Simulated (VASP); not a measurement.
OSZICAR of a VASP run on Mo (bcc):

File OSZICAR:
```
       N       E                     dE             d eps       ncg     rms          rms(c)
DAV:   1     0.213279562058E+03    0.21328E+03   -0.11529E+04  3015   0.283E+03
DAV:   2     0.773143207603E+02   -0.13597E+03   -0.12562E+03  3500   0.474E+02
DAV:   3     0.703013065116E+02   -0.70130E+01   -0.66630E+01  3781   0.137E+02
DAV:   4     0.701570869281E+02   -0.14422E+00   -0.14174E+00  3701   0.192E+01
DAV:   5     0.701528455036E+02   -0.42414E-02   -0.42388E-02  3939   0.298E+00    0.408E+01
DAV:   6     0.172796385456E+01   -0.68425E+02   -0.49103E+02  2640   0.366E+02    0.126E+01
DAV:   7     0.979066976641E+00   -0.74890E+00   -0.22655E+00  3183   0.230E+01    0.919E+00
DAV:   8     0.106671245314E+02    0.96881E+01   -0.16501E+01  2661   0.663E+01    0.510E+00
DAV:   9     0.181323740595E+01   -0.88539E+01   -0.13696E+01  2640   0.582E+01    0.114E+00
DAV:  10     0.110789086387E+01   -0.70535E+00   -0.41513E-01  2700   0.103E+01    0.224E+00
DAV:  11     0.107697861533E+01   -0.30912E-01   -0.10026E-01  2754   0.467E+00    0.241E-01
DAV:  12     0.107148683026E+01   -0.54918E-02   -0.44040E-03  3135   0.737E-01    0.258E-01
DAV:  13     0.107102010180E+01   -0.46673E-03   -0.66894E-05  2787   0.111E-01    0.187E-01
DAV:  14     0.107101377396E+01   -0.63278E-05   -0.71494E-05  2839   0.104E-01    0.701E-02
DAV:  15     0.107096522868E+01   -0.48545E-04   -0.49222E-05  2940   0.101E-01    0.307E-02
DAV:  16     0.107096437261E+01   -0.85607E-06   -0.16673E-06  2468   0.154E-02
   1 F= 0.10709644E+01 E0= 0.10711241E+01  d E =0.107096E+01
       N       E                     dE             d eps       ncg     rms          rms(c)
DAV:   1     0.103254520894E+01   -0.38420E-01   -0.11824E+00  2769   0.156E+01    0.241E+00
DAV:   2     0.107162415239E+01    0.39079E-01   -0.78062E-02  2739   0.364E+00    0.471E-01
DAV:   3     0.107289020864E+01    0.12661E-02   -0.18291E-02  2823   0.144E+00    0.437E-01
DAV:   4     0.107910408487E+01    0.62139E-02   -0.56480E-03  2691   0.908E-01    0.287E-01
DAV:   5     0.107244448298E+01   -0.66596E-02   -0.46487E-03  2664   0.830E-01    0.448E-02
DAV:   6     0.107236733340E+01   -0.77150E-04   -0.38280E-05  2883   0.742E-02    0.348E-03
DAV:   7     0.107238445315E+01    0.17120E-04   -0.71870E-06  2732   0.428E-02    0.863E-03
DAV:   8     0.107235887801E+01   -0.25575E-04   -0.40068E-06  2721   0.298E-02    0.145E-03
DAV:   9     0.107235962095E+01    0.74294E-06   -0.10405E-07  1356   0.406E-03
   2 F= 0.10723596E+01 E0= 0.10725251E+01  d E =0.139525E-02
       N       E                     dE             d eps       ncg     rms          rms(c)
DAV:   1     0.105191501710E+01   -0.20444E-01   -0.54363E-01  2766   0.106E+01    0.153E+00
DAV:   2     0.107046300852E+01    0.18548E-01   -0.38499E-02  2730   0.252E+00    0.316E-01
DAV:   3     0.107067994632E+01    0.21694E-03   -0.74769E-03  2829   0.900E-01    0.247E-01
DAV:   4     0.107939887802E+01    0.87189E-02   -0.57298E-03  2658   0.942E-01    0.317E-01
DAV:   5     0.107064176966E+01   -0.87571E-02   -0.53813E-03  2646   0.916E-01    0.521E-02
DAV:   6     0.107056040108E+01   -0.81369E-04   -0.49660E-05  2805   0.838E-02    0.730E-03
DAV:   7     0.107055896781E+01   -0.14333E-05   -0.33374E-06  2811   0.289E-02    0.102E-02
DAV:   8     0.107055095659E+01   -0.80112E-05   -0.33948E-06  2694   0.226E-02    0.168E-03
DAV:   9     0.107055025523E+01   -0.70136E-06   -0.61757E-08  1338   0.345E-03
   3 F= 0.10705503E+01 E0= 0.10707084E+01  d E =-.414117E-03
```

Question: Which electronic solver shows in the log?

Answer: It is blocked Davidson (ALGO = Normal, or the opening steps of other solvers). The INCAR had ALGO = Normal.

Question: Can the final energy be trusted as converged?

Answer: The calculation finished and met its thresholds. It stopped with EDIFF = 1E-6, NELM = 100, NSW = 60 and EDIFFG = -0.01 after 3 ionic steps (revTPSS meta-GGA, plane waves, VASP's PBE PAW potentials (set 64)).

The compound is Mo in the bcc structure. This run relaxes it. Symmetry was kept, so distortions that lower it aren't found.
